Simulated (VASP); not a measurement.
Data:

```xyz
1
Lattice="-2.4199 2.4199 2.4199 2.4199 -2.4199 2.4199 2.4199 2.4199 -2.4199" Properties=species:S:1:pos:R:3 pbc="T T T"
Ba     0.0000     0.0000     0.0000
```

Calculation: PBE GGA with D3 dispersion (Becke-Johnson damping), VASP's PBE PAW potentials (set 64) (plane waves; VASP). Settings: 520 eV cut-off, 10×10×10 Γ-centred mesh, first-order Methfessel-Paxton smearing of 0.10 eV, potentials Ba_sv.

Unless said otherwise, spin-orbit coupling is left out, though it shifts the bands of the heavy elements here.

**Question.** What does the run give for the energy per atom (σ→0), band gap (on the k-mesh) with the smallest direct gap where there is one?

**Answer.** 
```json
{
  "band gap (on the k-mesh)": "none (metal, semimetal or under 0.01 eV)",
  "energy per atom (σ→0)": "-2.103 eV/atom"
}
```

The compound is Ba in the bcc structure. This cell is one point of a volume scan, at 0.94 of the reference volume.
